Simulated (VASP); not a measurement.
Crystal: SnSe2.

```xyz
3
Lattice="3.8406 0.0000 0.0000 -1.9203 3.3261 0.0000 0.0000 0.0000 6.0088" Properties=species:S:1:pos:R:3 pbc="T T T"
Sn    0.0000    0.0000    0.0000
Se    0.0000    2.2174    1.5950
Se    1.9203    1.1087    4.4138
```

The cell was built by a generator and needn't be a form met in nature.

Program: VASP 6.6.1. Alike in all runs: task band structure; cell as given; cutoff (eV) 520; smearing gaussian 0.03 eV. Hardware: 1 thread of Intel(R) Xeon(R) Platinum 8488C (Sapphire Rapids), with other jobs on the host.

Order these runs on this cell by their wall time, lowest first.
A. level PBE+D3(BJ); potentials or basis VASP PAW PBE potentials, release 64 (Sn_d, Se); spin SOC, no magnetisation; k mesh 6 × 6 × 4
B. level LDA; potentials or basis VASP PAW LDA potentials, release 64 (Sn_d, Se); spin off; k mesh 9 × 9 × 5
C. level TB-mBJ; potentials or basis VASP PAW PBE potentials, release 64 (Sn_d, Se); spin SOC, no magnetisation; k mesh 6 × 6 × 4

B (140 s), A (630 s), C (1600 s).
